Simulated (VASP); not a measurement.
Level of theory: PW91 GGA, VASP's PBE PAW potentials (set 64) (plane waves; VASP).

VASP ran on this input.

File KPOINTS:
```
Automatic mesh
0
Gamma
18 18 18
0 0 0
```

File POSCAR:
```
Fe
1
   -1.4280261090     1.4280261090     1.4280261090
    1.4280261090    -1.4280261090     1.4280261090
    1.4280261090     1.4280261090    -1.4280261090
Fe
1
Direct
  0.0000000000   0.0000000000   0.0000000000
```

**INCAR**
```
# general
SYSTEM =Fe
PREC   =Accurate
ENCUT  =520   # plane-wave cut-off (eV)
LREAL  =.FALSE.   # projection in real space or not
LASPH  =.TRUE.

# electronic loop
EDIFF  =1E-7   # SCF stop (eV)
NELM   =100
ALGO   =Normal
LMAXMIX=4   # l cut-off of mixed one-centre charges

# smearing
ISMEAR =1
SIGMA  =0.1   # width (eV)

# functional
GGA    =91

# spin
ISPIN  =2   # spin-polarised
MAGMOM =2.1

# ions
ISIF   =2

# output
LWAVE  =.FALSE.
LCHARG =.FALSE.
LORBIT =10
```

POTCAR, in this order: Fe (PBE.64 set). Program: vasp_std.

Q: What does the run give for the energy per atom (σ→0), cell moment, pressure, band gap (on the k-mesh)?

A: 
```json
{
 "energy per atom (σ→0)": "-8.150 eV/atom",
 "cell_moment": "2.18 μB",
 "band gap (on the k-mesh)": "none (metal, semimetal or under 0.01 eV)",
 "pressure": "-5.73 GPa"
}
```

**OSZICAR**
```
...
DAV:   8    -0.815758090173E+01    0.51535E-02   -0.96267E-03  8646   0.800E-01    0.137E+00
DAV:   9    -0.815046294375E+01    0.71180E-02   -0.74590E-03  8726   0.629E-01    0.407E-01
DAV:  10    -0.815042398307E+01    0.38961E-04   -0.25480E-03  8368   0.541E-01    0.165E-01
DAV:  11    -0.815050692611E+01   -0.82943E-04   -0.19406E-04  7285   0.174E-01    0.365E-02
DAV:  12    -0.815050696698E+01   -0.40869E-07   -0.24175E-06  7881   0.225E-02    0.129E-02
DAV:  13    -0.815050804118E+01   -0.10742E-05   -0.16144E-06  7878   0.126E-02    0.311E-03
DAV:  14    -0.815050794340E+01    0.97774E-07   -0.67265E-08  3999   0.330E-03
   1 F= -.81505079E+01 E0= -.81504998E+01  d E =-.244449E-04  mag=     2.1757
```

The compound is Fe in the bcc structure. This cell is one point of a volume scan, at 1.03 of the reference volume.
